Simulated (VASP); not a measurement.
**Cu: Cu into a neighbouring Cu vacancy**

Wanted: the minimum-energy path in Cu for this move: Cu into a neighbouring Cu vacancy.

Main program and level: VASP 6.6.1; PBEsol; plane waves and PAW (Cu).

## (1) The host crystal

It takes space group Fm-3m (No. 225, cubic). Conventional cell: a = 3.610 Å, b = 3.610 Å, c = 3.610 Å, α = 90.00°, β = 90.00°, γ = 90.00°. Nearest to Cu lie 12 Cu at 2.55 Å.

## (2) Relax the host

The later steps need the crystal at this functional's own lattice; a raised cutoff keeps the stress reliable while the cell changes.

File INCAR:

```
SYSTEM = Cu
PREC = Accurate
ENCUT = 390
EDIFF = 1E-06
NELM = 120
ISMEAR = 1
SIGMA = 0.15
LREAL = .FALSE.
ALGO = Normal
GGA = PS
NBANDS = 11
LASPH = .TRUE.
LORBIT = 11
LWAVE = .FALSE.
LCHARG = .FALSE.
KPAR = 6
IBRION = 2
NSW = 40
ISIF = 3
EDIFFG = -0.02
POTIM = 0.4
```

File POSCAR:

```
Cu
1.0
    0.0000000000      1.8050000000      1.8050000000
    1.8050000000      0.0000000000      1.8050000000
    1.8050000000      1.8050000000      0.0000000000
Cu
1
Direct
    0.0000000000      0.0000000000      0.0000000000
```

File KPOINTS:

```
Automatic mesh
0
Gamma
16 16 16
0 0 0
```

The projector-augmented-wave data sets are Cu (PBE family, release 64).

On the command line:

```
mpirun -np 6 vasp_std
```

The log of the run:

```text
[banner, memory and clock lines left out]
running    6 mpi-ranks, on    1 nodes
 distrk:  each k-point on    1 cores,    6 groups
 distr:  one band on    1 cores,    1 groups

 POSCAR found type information on POSCAR Cu
 POSCAR found :  1 types and       1 ions
|                                                                             |
|           W    W    AA    RRRRR   N    N  II  N    N   GGGG   !!!           |
|           W    W   A  A   R    R  NN   N  II  NN   N  G    G  !!!           |
|           W    W  A    A  R    R  N N  N  II  N N  N  G       !!!           |
|           W WW W  AAAAAA  RRRRR   N  N N  II  N  N N  G  GGG   !            |
|           WW  WW  A    A  R   R   N   NN  II  N   NN  G    G                |
|           W    W  A    A  R    R  N    N  II  N    N   GGGG   !!!           |
|                                                                             |
|     For optimal performance we recommend to set                             |
|       NCORE = 2 up to number-of-cores-per-socket                            |
|     NCORE specifies how many cores store one orbital (NPAR=cpu/NCORE).      |
|     This setting can greatly improve the performance of VASP for DFT.       |
|     The default, NCORE=1 might be grossly inefficient on modern             |
|     multi-core architectures or massively parallel machines. Do your        |
|     Unfortunately you need to use the default for GW and RPA                |
|     calculations (for HF NCORE is supported but not extensively tested      |
|     yet).                                                                   |
|                                                                             |

|                                                                             |
|               ----> ADVICE to this user running VASP <----                  |
|                                                                             |
|     You enforced a specific xc type in the INCAR file but a different       |
|     [... a line on the potential file left out ...]
|     I HOPE YOU KNOW WHAT YOU ARE DOING!                                     |
|                                                                             |

 LDA part: xc-table for (Slater+PW92), standard interpolation
 POSCAR, INCAR and KPOINTS ok, starting setup
 FFT: planning ... GRIDC
 FFT: planning ... GRID_SOFT
 FFT: planning ... GRID
 WAVECAR not read
 entering main loop
       N       E                     dE             d eps       ncg     rms          rms(c)
DAV:   1     0.340804578444E+02    0.34080E+02   -0.45942E+03  3505   0.136E+03
DAV:   2    -0.458405292474E+01   -0.38665E+02   -0.35831E+02  3259   0.181E+02
DAV:   3    -0.537868416631E+01   -0.79463E+00   -0.78943E+00  3616   0.325E+01
DAV:   4    -0.538322006424E+01   -0.45359E-02   -0.45355E-02  3553   0.215E+00
DAV:   5    -0.538326872071E+01   -0.48656E-04   -0.48655E-04  3603   0.226E-01    0.837E+00
DAV:   6    -0.476963436675E+01    0.61363E+00   -0.18426E+01  3687   0.856E+01    0.439E+00
DAV:   7    -0.431667086362E+01    0.45296E+00   -0.28701E+00  3685   0.336E+01    0.541E-01
DAV:   8    -0.430563215943E+01    0.11039E-01   -0.69486E-03  3722   0.152E+00    0.350E-01
DAV:   9    -0.430343679123E+01    0.21954E-02   -0.13111E-02  3716   0.206E+00    0.280E-02
DAV:  10    -0.430344009432E+01   -0.33031E-05   -0.53386E-05  4698   0.131E-01    0.616E-03
DAV:  11    -0.430344127203E+01   -0.11777E-05   -0.50775E-07  2325   0.137E-02    0.486E-04
DAV:  12    -0.430344125216E+01    0.19871E-07   -0.62199E-08  1802   0.299E-03
   1 F= -.43034413E+01 E0= -.43034364E+01  d E =-.430344E+01
 curvature:   0.00 expect dE= 0.000E+00 dE for cont linesearch  0.000E+00
 trial: gam= 0.00000 g(F)=  0.188E-62 g(S)=  0.210E-01 ort = 0.000E+00 (trialstep = 0.100E+01)
 search vector abs. value=  0.210E-01
 bond charge predicted
       N       E                     dE             d eps       ncg     rms          rms(c)
DAV:   1    -0.491650807030E+01   -0.61307E+00   -0.97449E+00  3736   0.663E+01    0.659E+00
DAV:   2    -0.454139767232E+01    0.37511E+00   -0.89455E+00  3643   0.594E+01    0.276E+00
DAV:   3    -0.432518455967E+01    0.21621E+00   -0.13486E+00  3658   0.233E+01    0.815E-01
DAV:   4    -0.431172759337E+01    0.13457E-01   -0.10006E-02  3573   0.127E+00    0.114E-01
DAV:   5    -0.431122721539E+01    0.50038E-03   -0.33058E-03  3722   0.117E+00    0.341E-02
DAV:   6    -0.431120975732E+01    0.17458E-04   -0.46737E-05  4501   0.115E-01    0.631E-03
DAV:   7    -0.431120844498E+01    0.13123E-05   -0.25587E-06  2145   0.278E-02    0.639E-04
DAV:   8    -0.431120855739E+01   -0.11240E-06   -0.93505E-08  1700   0.448E-03
   2 F= -.43112086E+01 E0= -.43112241E+01  d E =-.776731E-02
 trial-energy change:   -0.007767  1 .order   -0.007245   -0.020951    0.006461
 step:   0.7837(harm=  0.7643)  dis= 0.00000  next Energy=    -4.311902 (dE=-0.846E-02)
 bond charge predicted
       N       E                     dE             d eps       ncg     rms          rms(c)
DAV:   1    -0.433926919743E+01   -0.28061E-01   -0.46762E-01  3730   0.155E+01    0.136E+00
DAV:   2    -0.432052131267E+01    0.18748E-01   -0.35859E-01  3637   0.117E+01    0.520E-01
DAV:   3    -0.431265326102E+01    0.78681E-02   -0.54954E-02  3631   0.473E+00    0.194E-01
DAV:   4    -0.431189909804E+01    0.75416E-03   -0.10433E-03  3882   0.356E-01    0.108E-02
DAV:   5    -0.431190048109E+01   -0.13830E-05   -0.91588E-06  3708   0.453E-02    0.617E-03
DAV:   6    -0.431190073158E+01   -0.25049E-06   -0.14186E-06  2104   0.192E-02
   3 F= -.43119007E+01 E0= -.43119145E+01  d E =-.845948E-02
 curvature:  -0.38 expect dE=-0.668E-09 dE for cont linesearch -0.668E-09
 trial: gam=-0.00029 g(F)=  0.117E-63 g(S)=  0.176E-08 ort = 0.607E-05 (trialstep = 0.957E+00)
 search vector abs. value=  0.100E-09
 reached required accuracy - stopping structural energy minimisation
```

Elapsed: 4 s, on 6 MPI ranks of Intel Xeon 6975P-C (Granite Rapids), shared host; peak memory 0.68 GiB.

The logs omit lines about the potential files and the build; timing stands in the text.

From OUTCAR (step 2):

```text
ion  position               nearest neighbor table
   1  0.000  0.000  0.000-

  LATTYP: Found a face centered cubic cell.
 ALAT       =     3.6100000000

 Subroutine GETGRP returns: Found 48 space group operations
 (whereof 48 operations were pure point group operations)

The static configuration has the point symmetry O_h .

 Found    145 irreducible k-points:

   k-points           NKPTS =    145   k-points in BZ     NKDIM =    145   number of bands    NBANDS=     11

   dimension x,y,z NGX =    16 NGY =   16 NGZ =   16
   dimension x,y,z NGXF=    32 NGYF=   32 NGZF=   32

   ENCUT  =  390.0 eV  28.66 Ry    5.35 a.u.   4.11  4.11  4.11*2*pi/ulx,y,z

   NELECT =      11.0000    total number of electrons

 k-points in reciprocal lattice and weights: Automatic mesh
   0.00000000  0.00000000  0.00000000       0.000
   0.06250000  0.00000000  0.00000000       0.002
   0.12500000  0.00000000  0.00000000       0.002
   0.18750000  0.00000000  0.00000000       0.002
   0.25000000  0.00000000  0.00000000       0.002
   0.31250000  0.00000000  0.00000000       0.002
   0.37500000  0.00000000  0.00000000       0.002
   0.43750000  0.00000000  0.00000000       0.002
   0.50000000  0.00000000  0.00000000       0.001
[...]
-0.31250000  0.50000000  0.18750000       0.003
  -0.25000000  0.50000000  0.25000000       0.001

 average (electrostatic) potential at core
       1 -63.1285

 E-fermi :   7.9007

 k-point     1 :       0.0000    0.0000    0.0000
  band No.  band energies     occupation
    ...
      2       4.7884      2.00000
      3       4.7884      2.00000
      4       4.7884      2.00000
      5       5.6776      2.00000
      6       5.6776      2.00000
      7      30.8702      0.00000
      8      33.8176      0.00000
      9      33.8177      0.00000
     10      33.8177      0.00000
     11      36.3373      0.00000

 k-point     2 :       0.0625    0.0000    0.0000
  band No.  band energies     occupation
    ...
      2       4.7556      2.00000
      3       4.8171      2.00000
      4       4.8171      2.00000
      5       5.6661      2.00000
      6       5.6661      2.00000
      7      30.0675      0.00000
      8      32.2079      0.00000
      9      33.3677      0.00000
     10      33.3677      0.00000
     11      36.9869      0.00000

 k-point     3 :       0.1250    0.0000    0.0000
  band No.  band energies     occupation
    ...
      2       4.6683      2.00000
      3       4.8881      2.00000
      4       4.8881      2.00000
      5       5.6453      2.00000
      6       5.6453      2.00000
      7      27.1908      0.00000
      8      31.5931      0.00000
      9      32.6012      0.00000
     10      32.6012      0.00000
     11      38.1945      0.00000

  Total       -0.0001232     -0.0001232     -0.0001232     -0.0000000     -0.0000000      0.0000000
  in kB       -0.0174536     -0.0174536     -0.0174536     -0.0000000     -0.0000000      0.0000000
  external PRESSURE =      -0.0174536 kB  Pullay stress =       0.0000000 kB

  energy-cutoff  :      390.00
  volume of cell :       11.31
      direct lattice vectors                 reciprocal lattice vectors
     0.000000000  1.781776793  1.781776793    -0.280618763  0.280618763  0.280618763
     1.781776793  0.000000000  1.781776793     0.280618763 -0.280618763  0.280618763
     1.781776793  1.781776793  0.000000000     0.280618763  0.280618763 -0.280618763

 POSITION                                       TOTAL-FORCE (eV/Angst)
 -----------------------------------------------------------------------------------
      0.00000      0.00000      0.00000        -0.000000      0.000000      0.000000
 -----------------------------------------------------------------------------------
    total drift:                                0.000000      0.000000     -0.000000

  FREE ENERGIE OF THE ION-ELECTRON SYSTEM (eV)
  ---------------------------------------------------
  free  energy   TOTEN  =        -4.3119007316 eV

  energy  without entropy=       -4.3119421496  energy(sigma->0) =       -4.31191454

 reached required accuracy - stopping structural energy minimisation

 total charge
# of ion       s       p       d       tot
------------------------------------------
    1        0.466   0.417   9.171  10.054

[... 3 further parts left out ...]
```

This run has no spin polarisation. Its electron count is odd, so without a moment it is a metal by construction. The PAW data sets were made with PBE, which is usual practice but a small mismatch for other functionals. The run keeps the 48 symmetry operations of its start, so it cannot find a distortion of lower symmetry.

Step by step:

| step | energy less that of the first step (eV) | largest force (eV/Å) | pressure (GPa) | volume (Å³) |
| --- | --- | --- | --- | --- |
| 1 | 0.0000 | 0.0000 | -5.79 | 11.76 |
| 2 | -0.0078 | 0.0000 | 1.88 | 11.19 |
| 3 | -0.0085 | 0.0000 | 0.00 | 11.31 |

| conventional cell, symmetrised | before | after | change |
| --- | --- | --- | --- |
| a (Å) | 3.610 | 3.564 | -1.3 % |
| b (Å) | 3.610 | 3.564 | -1.3 % |
| c (Å) | 3.610 | 3.564 | -1.3 % |
| volume (Å³/atom) | 11.76 | 11.31 | -3.8 % |

The relaxed structure:

```xyz
1
Lattice="0.0000 1.7818 1.7818 1.7818 0.0000 1.7818 1.7818 1.7818 0.0000" Properties=species:S:1:pos:R:3 pbc="T T T"
Cu    0.0000    0.0000    0.0000
```

Numbers from this step:

```
electronic cycles   : 26
electrons           : 11
free energy (TOTEN) : -4.312 eV
Fermi energy        : 7.901 eV
metallic            : yes
```

The run ended after 3 ionic steps, 0.008 eV below its first step, once forces and stress met EDIFFG = -0.02.

[end of part 1 of 4]

[Lines on the potential files, build, host, timing and source positions are cut from VASP's logs without a mark.]

[Logs are printed without paths, hosts, clocks, repeated set-up lines and the standing remarks that a program may print on its own settings, such as how far it seeks lower states.]

[Hosts, paths, dates, database ids (printed as entryN), source tags and the programs' standing remarks are cut or masked in the printed files.]

[Runs that stopped without an error message from VASP are left out.]
